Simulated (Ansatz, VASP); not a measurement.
**H6C4O3: VASP beside Ansatz**

Aim: how closely do two programs agree when they are given the same cell, functional and k mesh? The structure shown is frame 133 of Ansatz's trajectory.

Main program and level: Ansatz 0.2.0; plane waves, with VASP 6.6.1 beside it; single point at PBE with D4.

### Step 1. The starting structure

The cell holds 117 atoms: 36 C, 27 O and 54 H. Cell: a = 10.830 Å, b = 10.830 Å, c = 10.830 Å, α = 90.0°, β = 90.0°, γ = 90.0°. As first built, before any earlier steps moved the atoms (in the runner's words): 9 propylene carbonate placed at random, at 1.2 g/cm^3; overlaps pushed apart, then 10 ps at 400 K with MMFF94 bonds, angles, torsions, charges and radii (Halgren, J. Comput. Chem. 17, 490 (1996)) in harmonic and 12-6 forms. Snapshot after 20 ps at 300 K and fixed volume.

### Step 2. Ansatz: dynamics, PBE with D4

Ansatz runs on its default PAW (the set named soft_2) files.

One frame of this run of dynamics is then solved in both programs, so the motion causes no difference.

The input, input.yaml:

```yaml
crystal:
  lattice:
    - [10.83035, 0.0, 0.0]
    - [0.0, 10.83035, 0.0]
    - [0.0, 0.0, 10.83035]
  atoms:
    - { symbol: C, position: [0.90804, 0.52597, 0.71766] }
    - { symbol: C, position: [0.95888, 0.3969, 0.69906] }
    - { symbol: C, position: [0.87672, 0.3138, 0.62648] }
    - { symbol: O, position: [0.90672, 0.34418, 0.50218] }
    - { symbol: C, position: [0.02608, 0.38839, 0.50591] }
    - { symbol: O, position: [0.08332, 0.40018, 0.41079] }
    - { symbol: O, position: [0.06768, 0.40366, 0.62301] }
    - { symbol: H, position: [0.8242, 0.52433, 0.76994] }
    - { symbol: H, position: [0.88559, 0.56971, 0.62965] }
    - { symbol: H, position: [0.974, 0.5878, 0.76243] }
    - { symbol: H, position: [0.97929, 0.35746, 0.79316] }
    - { symbol: H, position: [0.89079, 0.22056, 0.6463] }
    - { symbol: H, position: [0.77341, 0.3243, 0.62684] }
    - { symbol: C, position: [0.81203, 0.95198, 0.54314] }
    - { symbol: C, position: [0.76428, 0.86023, 0.63346] }
    - { symbol: C, position: [0.68181, 0.91786, 0.7241] }
    - { symbol: O, position: [0.56631, 0.91598, 0.66227] }
    - { symbol: C, position: [0.57829, 0.82611, 0.56792] }
    - { symbol: O, position: [0.49756, 0.79784, 0.49746] }
    - { symbol: O, position: [0.69223, 0.77773, 0.56995] }
    - { symbol: H, position: [0.86637, 0.02507, 0.58728] }
    - { symbol: H, position: [0.7356, 0.00223, 0.49778] }
    - { symbol: H, position: [0.85636, 0.91095, 0.46853] }
    - { symbol: H, position: [0.84213, 0.81652, 0.68751] }
    - { symbol: H, position: [0.67408, 0.86843, 0.80902] }
    - { symbol: H, position: [0.71496, 0.0117, 0.7409] }
    - { symbol: C, position: [0.79348, 0.5796, 0.32703] }
    - { symbol: C, position: [0.69572, 0.58387, 0.22857] }
    - { symbol: C, position: [0.62023, 0.70088, 0.21675] }
    - { symbol: O, position: [0.59973, 0.70977, 0.08465] }
[... 81 atom lines left out ...]
    - { symbol: H, position: [0.10045, 0.62364, 0.03404] }
    - { symbol: H, position: [0.01178, 0.50411, 0.95639] }
    - { symbol: H, position: [0.17187, 0.5249, 0.9232] }
    - { symbol: H, position: [0.0827, 0.46034, 0.18629] }
    - { symbol: H, position: [0.14219, 0.2526, 0.14968] }
    - { symbol: H, position: [0.09683, 0.28378, 0.99648] }
kpoints:
  mp_grid: { grid: [1, 1, 1] }
hamiltonian:
  xc: pbe
  dispersion: d4
scf:
  occupations: { method: gaussian, width: 0.05 }
output:
  forces: true
md:
  timestep: 0.5
  n_steps: 400
  ensemble: nvt_nose_hoover
  temperature: 300
  initial_velocities: maxwell_boltzmann
  seed: 7136
```

Started as:

```bash
> ansatz run input.yaml --threads 4 --pin off --max-ram 8192MiB --backend cpu --events-out ev --progress --plain --runs-dir out
```

Numbers of over 12 decimals in the logs are rounded to 6 here.

The log of the run:

```text
Warning: md: disabling space-group detection — thermal motion breaks the input geometry's symmetry, so no spatial operation reduces the k-mesh or symmetrises the density; time reversal is kept, so that k and −k are solved as one point where they differ and the mesh holds both, and exact exchange and, on two spinor components, a DFT+U term hold to it where the run has them: on two components no moment then forms, and  [...]
Engine: ansatz 0.2.0, aarch64-unknown-linux-gnu
Pseudopotentials: kind: paw
Pseudopotential: C, paw, valence charge 4, recommended cutoff 420 eV (normal), C.paw.azcp
Pseudopotential: O, paw, valence charge 6, recommended cutoff 420 eV (normal), O.paw.azcp
Pseudopotential: H, paw, valence charge 1, recommended cutoff 420 eV (normal), H.paw.azcp
Functional definition: PBE
  parameter kappa = 0.804
  parameter beta = 0.066725
  exchange = pbe_x(kappa = kappa, mu = beta*pi^2/3)
  correlation = pbe_c(beta = beta)
Crystal: 117 atoms, lattice volume = 1270.362 Å³
Basis set: ecut = 420 eV, 24837 PW (Γ), exchange–correlation on 150×150×150 points (8 copies of the dense FFT grid, shifted against one another)
Bands: 297, of which v1, the nominal top of the filled ones, is band 180 counted from 1 (179 counted from 0)
Symmetry: 1 space group operations
k-points: 1
Non-local potential: C, projectors of the file, l = 0: 2, l = 1: 2, l = 2: 1
Non-local potential: O, projectors of the file, l = 0: 2, l = 1: 2, l = 2: 1
Non-local potential: H, projectors of the file, l = 0: 2, l = 1: 1
PAW form: soft (Blöchl's): semilocal exchange-correlation on the pseudo side does not see the compensation charge
PAW one-centre angular grid: C, 110 points (default); XC on 64 Gauss nodes
PAW one-centre angular grid: O, 110 points (default); XC on 64 Gauss nodes
PAW one-centre angular grid: H, 110 points (default); XC on 64 Gauss nodes
Initial density: superposition of atomic densities (neutral atoms: chi_scale 0, normalization atom), corrected by the library's trained network
Initial wavefunctions: pseudopotential atomic-orbital guess
Functional: x = pbe(κ = 0.804, μ = 0.219515), c = pbe(β = 0.066725)
SCF iter   1: F=—  HF=-25205.508702 eV  |F-HF|=—  |Δ(HF+E_count)|=         —  Δρ=5.57e-3  dr2=3.66e-1  ethr=1.77e-3  ⟨swp⟩=6.0  Hψ=1346  notcnv=0  defer=19
preconditioner: auto → Resta (q_TF=auto, 2.211 Å⁻¹)  ε∞=2.4  [insulator: Δε(μ)=5.071 eV  Ē_g=16.876 eV  σ=0.050 eV  W_gap=1.00  n_scr=250 (ndim 8)  ℏωp=19.8 eV  f_vac=0.269  D(μ)=0.00/eV (n_scr^D=0)  ε∞_Penn≈2.4]
SCF iter   2: F=—  HF=-25205.456161 eV  |F-HF|=—  |Δ(HF+E_count)|=   5.25e-2  Δρ=3.03e-3  dr2=7.84e-2  ethr=1.02e-4  ⟨swp⟩=2.0  Hψ=429  notcnv=0  defer=108
SCF iter   3: F=—  HF=-25205.456045 eV  |F-HF|=—  |Δ(HF+E_count)|=   1.16e-4  Δρ=1.39e-3  dr2=2.56e-2  ethr=2.18e-5  ⟨swp⟩=2.0  Hψ=360  notcnv=0  defer=108
SCF iter   4: F=—  HF=-25205.455245 eV  |F-HF|=—  |Δ(HF+E_count)|=   8.00e-4  Δρ=3.90e-4  dr2=2.39e-3  ethr=7.10e-6  ⟨swp⟩=2.0  Hψ=357  notcnv=0  defer=108
SCF iter   5: F=—  HF=-25205.455132 eV  |F-HF|=—  |Δ(HF+E_count)|=   1.13e-4  Δρ=1.77e-4  dr2=4.64e-4  ethr=6.63e-7  ⟨swp⟩=2.0  Hψ=348  notcnv=0  defer=108
SCF iter   6: F=—  HF=-25205.455081 eV  |F-HF|=—  |Δ(HF+E_count)|=   5.08e-5  Δρ=1.09e-4  dr2=1.37e-4  ethr=1.29e-7  ⟨swp⟩=2.0  Hψ=367  notcnv=0  defer=108
SCF iter   7: F=—  HF=-25205.455052 eV  |F-HF|=—  |Δ(HF+E_count)|=   2.97e-5  Δρ=2.93e-5  dr2=8.95e-6  ethr=3.81e-8  ⟨swp⟩=2.0  Hψ=367  notcnv=0  defer=108
SCF iter   8: F=—  HF=-25205.453522 eV  |F-HF|=—  |Δ(HF+E_count)|=   1.53e-3  Δρ=1.55e-5  dr2=2.58e-6  ethr=2.49e-9  ⟨swp⟩=2.0  Hψ=459  notcnv=0  defer=108
SCF iter   9: F=—  HF=-25205.453521 eV  |F-HF|=—  |Δ(HF+E_count)|=   3.01e-7  Δρ=4.44e-6  dr2=2.15e-7  ethr=7.17e-10  ⟨swp⟩=2.0  Hψ=362  notcnv=0  defer=108
SCF iter  10: F=-25205.453521 eV  HF=-25205.453521 eV  |F-HF|=2.77e-9  |Δ(HF+E_count)|=   6.55e-8  Δρ=1.77e-6  dr2=3.58e-8  ethr=2.78e-11  ⟨swp⟩=4.0  Hψ=794  notcnv=0
SCF 1 converged in 10 iterations: F = -25205.453521 eV  dr2 = 3.58e-8
  greatest PAW one-centre occupation: 0.878 electrons in one spin orbital (limit 2), on the O atom at site 18 (counted from 0), in its partial waves of l = 0
md step     0: t =     0.00 fs  T =   300.0 K  F+E_penalty+E_count = -25205.45352135 eV  E_kin = 4.498248 eV  conserved = -25200.95527339 eV  (10 SCF iters)
Initial density: handed on by an earlier stage of this run
Initial wavefunctions: those handed on with the density
iter 1 solved again at ethr=1.43e-5 eV; its pass at ethr=3.10e-3 eV (dr2=5.16e-2 eV) is discarded
[...]
iter 1 solved again at ethr=1.20e-5 eV; its pass at ethr=3.10e-3 eV (dr2=4.31e-2 eV) is discarded
SCF iter   1: F=—  HF=-25206.930821 eV  |F-HF|=—  |Δ(HF+E_count)|=         —  Δρ=2.56e-3  dr2=4.68e-2  ethr=1.20e-5  ⟨swp⟩=7.0  Hψ=1509  notcnv=0
preconditioner: auto → Resta (q_TF=auto, 2.211 Å⁻¹)  ε∞=2.4  [insulator: Δε(μ)=5.401 eV  Ē_g=16.818 eV  σ=0.050 eV  W_gap=1.00  n_scr=250 (ndim 8)  ℏωp=19.8 eV  f_vac=0.271  D(μ)=0.00/eV (n_scr^D=0)  ε∞_Penn≈2.4]
SCF iter   2: F=—  HF=-25206.920784 eV  |F-HF|=—  |Δ(HF+E_count)|=   1.00e-2  Δρ=1.16e-3  dr2=7.04e-3  ethr=1.20e-5  ⟨swp⟩=2.0  Hψ=419  notcnv=0
SCF iter   3: F=—  HF=-25206.919896 eV  |F-HF|=—  |Δ(HF+E_count)|=   8.88e-4  Δρ=3.36e-4  dr2=8.38e-4  ethr=1.96e-6  ⟨swp⟩=2.0  Hψ=419  notcnv=0
SCF iter   4: F=—  HF=-25206.919802 eV  |F-HF|=—  |Δ(HF+E_count)|=   9.40e-5  Δρ=1.29e-4  dr2=1.58e-4  ethr=2.33e-7  ⟨swp⟩=2.0  Hψ=477  notcnv=0
SCF iter   5: F=—  HF=-25206.919763 eV  |F-HF|=—  |Δ(HF+E_count)|=   3.93e-5  Δρ=2.80e-5  dr2=1.08e-5  ethr=4.38e-8  ⟨swp⟩=2.0  Hψ=465  notcnv=0
SCF iter   6: F=—  HF=-25206.917969 eV  |F-HF|=—  |Δ(HF+E_count)|=   1.79e-3  Δρ=1.63e-5  dr2=3.04e-6  ethr=3.01e-9  ⟨swp⟩=2.0  Hψ=477  notcnv=0
SCF iter   7: F=—  HF=-25206.917969 eV  |F-HF|=—  |Δ(HF+E_count)|=   1.07e-7  Δρ=4.10e-6  dr2=2.41e-7  ethr=8.46e-10  ⟨swp⟩=2.0  Hψ=475  notcnv=0
SCF iter   8: F=-25206.917969 eV  HF=-25206.917969 eV  |F-HF|=4.98e-8  |Δ(HF+E_count)|=   1.10e-7  Δρ=2.58e-6  dr2=7.39e-8  ethr=2.78e-11  ⟨swp⟩=4.0  Hψ=796  notcnv=0
SCF 401 converged in 8 iterations: F = -25206.917969 eV  dr2 = 7.39e-8
md step   400: t =   200.00 fs  T =   304.1 K  F+E_penalty+E_count = -25206.91796880 eV  E_kin = 4.559558 eV  conserved = -25200.96214275 eV  (8 SCF iters, 3 dispersion substeps)
SCF converged after 8 iterations
Free energy (F): -25206.917969 eV
Harris-Foulkes:  -25206.917969 eV  (|F-HF|=4.98e-8)
Internal energy: -25206.917969 eV  (E = F + TS)
E sigma→0 (E₀):  -25206.917969 eV
Fermi energy:    1.514933 eV
--- Per-component energies (eV) ---
  E_band       = -3074.836282
  E_kinetic    = 8762.564133
  E_local      = -29947.245333  (includes V_loc(G=0)·N_el)
  E_nonlocal   = 2370.268993
  E_hartree    = 11138.819509
  E_xc         = -4188.224594
  E_vxc        = -5282.838675  (∫ρ·V_xc dr)
  E_paw        = -7881.260172  (= ΣΔE_a)
  E_vpaw       = -1255.219013  (= ΣTr[D̂ρ^β])
  E_aug_tail   = -0.007383  (compensation charges beyond the density's cutoff)
  E_ewald      = -5456.116098
  E_disp       = -5.717024  (pairwise vdW)
  E_smearing   = -0.000000  (= −TS)
  E_closure    = 0.000000  (closes the sum)
  Σ components = -25206.917969   (vs F -25206.917969, Δ=0.00e0)
--- Forces (eV/Å), atoms counted from 1 ---
  atom   1  C     -0.16110235    -1.28585243    -0.32878173
  atom   2  C     -0.71017584     1.21489621     1.99640570
  atom   3  C     -0.09553522    -1.07039555    -0.47410395
  atom   4  O      0.51577389     0.73262175    -0.32428642
  atom   5  C     -1.15258644    -0.05581408    -0.56267002
  atom   6  O      0.90324728     0.05778187    -0.35961012
  atom   7  O      1.08455772     0.17682675    -0.96726480
  atom   8  H      0.24814963    -0.16376116     0.25126235
  atom   9  H     -0.13500848    -0.05053234    -0.50675211
  atom  10  H      0.49643209     0.44904958     0.18309016
  atom  11  H     -0.12351765     0.00935271    -0.16071840
  atom  12  H      0.53327662    -0.56712530     0.97254239
  atom  13  H     -1.47724485     0.44010380     0.28983245
  atom  14  C      1.09482970    -0.55083645    -0.78104782
  atom  15  C      1.40677280     1.02415351     1.00338306
  atom  16  C      0.44771768     0.06398224     0.13776317
  atom  17  O     -1.36402967    -0.95161805    -2.00144532
  atom  18  C      0.16631663     1.06310266     1.11425450
  atom  19  O      0.62872873    -0.15813617    -0.08985703
  atom  20  O     -1.30558847    -1.06537223    -1.25208018
  atom  21  H     -0.39277972    -0.08934571     0.38583741
  atom  22  H     -0.41223819     0.19325532    -0.20293834
  atom  23  H     -0.78046658     0.10738735     0.39554953
  atom  24  H     -0.17389618     0.07770117     0.12285494
[...]
atom 110  O      1.03669640    -0.00014440     0.35380884
  atom 111  O      1.74157199     0.15605061     0.04849763
  atom 112  H      0.58772007     0.19264510     0.61109033
  atom 113  H      1.46082782    -0.58263301     0.15081985
  atom 114  H     -0.55732394     0.04118711     0.66871797
  atom 115  H     -0.15429501     0.15377980     0.40550115
  atom 116  H     -0.42670171    -0.77043433     0.80193744
  atom 117  H     -0.50239561     0.10014347    -0.43521499
  max |Σ_I F_I| component: 1.69e-4 eV/Å
--- MD trajectory: 400 steps, t = 0.0 → 200.0 fs ---
  final state: T = 304.1 K   F+E_penalty+E_count = -25206.91796880 eV   E_kin = 4.559558 eV
  conserved energy: peak-to-peak 1.167e-2 eV (9.977e-5 eV/atom) over 200.0 fs
```

The column dr2 measures how far the density is from self-consistency, as an energy; F and HF (Harris–Foulkes) agree once it is small.

### Step 3. VASP: single point, PBE with D4

The same cell, functional, mesh and smearing now go to VASP, with its own data sets.

Lines of VASP's logs that name or quote its potential files are left out, and so is its time.

The input, INCAR:

```
SYSTEM = H6C4O3
PREC = Accurate
ENCUT = 520
EDIFF = 1E-06
NELM = 120
ISMEAR = 0
SIGMA = 0.05
LREAL = Auto
ALGO = Normal
GGA = PE
IVDW = 13
NBANDS = 272
LORBIT = 11
LWAVE = .FALSE.
LCHARG = .FALSE.
ISIF = 2
LASPH = .TRUE.
GGA_COMPAT = .FALSE.
EFERMI = MIDGAP
NCORE = 4
```

The input, POSCAR:

```
H6C4O3
1.0
   10.8303500000      0.0000000000      0.0000000000
    0.0000000000     10.8303500000      0.0000000000
    0.0000000000      0.0000000000     10.8303500000
C O H
36 27 54
Direct
    0.9117156879      0.5255047159      0.7157755751
    0.9623696372      0.3987775095      0.6940865254
    0.8761212703      0.3095652495      0.6215865600
    0.0330921900      0.3734043683      0.4952933192
    0.8324107716      0.9522314607      0.5313955689
    0.7649060280      0.8650597626      0.6267849146
    0.6713079448      0.9251686234      0.7168004727
    0.5592340044      0.8289390463      0.5626964964
    0.7919411653      0.5620963311      0.3362218211
    0.6988970809      0.5545342487      0.2339167248
    0.6204693292      0.6708739791      0.2497610881
    0.6911226322      0.6553804817      0.0461388598
    0.3461660980      0.8560757501      0.9151504799
    0.2174906628      0.8894634061      0.9710858837
    0.1951645145      0.0208211184      0.0010756808
    0.0571172677      0.9664784610      0.8458637071
    0.1153609994      0.7499757626      0.5380435535
    0.1729676326      0.7868074439      0.4168655676
    0.1884426634      0.6741610382      0.3241261824
    0.0235449455      0.8054495007      0.2595945653
    0.7569192131      0.1899384600      0.2698158416
    0.8279510819      0.1250836769      0.1733277318
    0.7447404747      0.0249484089      0.0954724455
    0.7779988643      0.2029112633      0.9740313102
    0.1894306278      0.1299311657      0.5068164925
    0.2816806474      0.1763931914      0.4057486600
    0.4188414964      0.1651931840      0.4464952656
    0.3763682614      0.0154196309      0.2944410845
    0.4587940371      0.2700559077      0.7973795861
    0.4479356623      0.4045852627      0.7562913479
[... 81 atom lines left out ...]
    0.1250836769      0.6176254692      0.9947924121
    0.9909421210      0.5113131155      0.9846588522
    0.1428578024      0.4742967679      0.9075606975
    0.0966173762      0.4683782149      0.1895598942
    0.1329596920      0.2513030511      0.1412973727
    0.0890275938      0.2908308596      0.9893493747
```

The input, KPOINTS:

```
Automatic mesh
0
Gamma
1 1 1
0 0 0
```

PAW data sets: C, O and H (PBE family, release 64).

Started as:

```bash
> mpirun -np 16 vasp_gam
```

The log of the run:

```text
[banner, memory and clock lines left out]
running   16 mpi-ranks, on    1 nodes
[...]
LDA part: xc-table for (Slater+PW92), standard interpolation
 POSCAR, INCAR and KPOINTS ok, starting setup
[...]
entering main loop
       N       E                     dE             d eps       ncg     rms          rms(c)
DAV:   1     0.286964156549E+04    0.28696E+04   -0.19471E+05   560   0.124E+03
DAV:   2    -0.436165408186E+03   -0.33058E+04   -0.31348E+04   688   0.305E+02
DAV:   3    -0.752093926955E+03   -0.31593E+03   -0.31292E+03   672   0.981E+01
DAV:   4    -0.758892910143E+03   -0.67990E+01   -0.67681E+01   688   0.157E+01
[...]
DAV:  17    -0.703744376035E+03    0.52405E-05   -0.46752E-05   704   0.199E-02    0.586E-03
DAV:  18    -0.703744374876E+03    0.11592E-05   -0.58339E-06   656   0.664E-03    0.276E-03
DAV:  19    -0.703744374568E+03    0.30811E-06   -0.93705E-07   480   0.331E-03
   1 F= -.70946177E+03 E0= -.70946177E+03  d E =0.000000E+00
```

Parts of OUTCAR (step 3):

```text
  FREE ENERGIE OF THE ION-ELECTRON SYSTEM (eV)
  ---------------------------------------------------
  free  energy   TOTEN  =      -709.4617706509 eV

  energy  without entropy=     -709.4617706509  energy(sigma->0) =     -709.46177065
```

The run ends at a pressure of -0.60 GPa, with forces up to 4.1 eV/Å.

### Step 4. Comparison

Known differences besides the potentials themselves: the cutoff is 420 eV in Ansatz and 520 eV in VASP (PREC = Accurate, projectors in real space). Total energies have different zeros and are not compared.

Forces on 10 of the 117 atoms, those with the largest forces and the largest differences (eV/Å; atoms numbered as in POSCAR):

```csv
atom,"Ansatz x, y, z","VASP x, y, z"
C5,"-2.685, 1.074, 2.538","-2.662, 1.067, 2.539"
C16,"2.420, 1.308, 1.984","2.694, 1.311, 2.260"
C20,"3.400, -0.294, 1.160","3.636, -0.441, 1.343"
C22,"-1.407, -1.633, -2.764","-1.395, -1.680, -2.700"
C25,"0.473, 1.975, -2.865","0.467, 1.970, -2.852"
C28,"1.045, 3.376, 1.299","1.013, 3.599, 1.616"
C32,"-1.496, -0.145, 2.985","-1.529, -0.098, 3.322"
O47,"-1.493, 0.124, -1.071","-1.965, 0.194, -1.491"
O56,"0.212, -1.150, -0.057","0.299, -1.551, -0.494"
O59,"0.250, 0.067, -2.199","0.287, 0.008, -2.825"
```

The forces differ by 110 meV/Å r.m.s., which is 11.0 % of the r.m.s. force of 0.997 eV/Å (both taken over all components).

### Step 5. Outcome

```
r.m.s. force difference (single point, PBE with D4) : 11 % of the r.m.s. force
```

**Reading.** The r.m.s. force difference is 11 % of the r.m.s. force (single point, PBE with D4), beyond the 3 % picked in this series as the mark of a large difference. What causes the difference of the single point, PBE with D4 pair stays open here. 2 further runs of this series are not shown here. How closely two codes agree says nothing of how well the functional describes the real material.

[Lines on the potential files, build, host, timing and source positions are cut from VASP's logs without a mark.]

[Logs are printed without paths, hosts, clocks, repeated set-up lines and the standing remarks that a program may print on its own settings, such as how far it seeks lower states.]

[Hosts, paths, dates, database ids (printed as entryN), source tags and the programs' standing remarks are cut or masked in the printed files.]

[The MMFF94 radii named for the starting cell were scaled by 0.96; in molecules described by MMFF94, hydrogen bound to N, O or S took a small fixed 12-6 site in their place.]
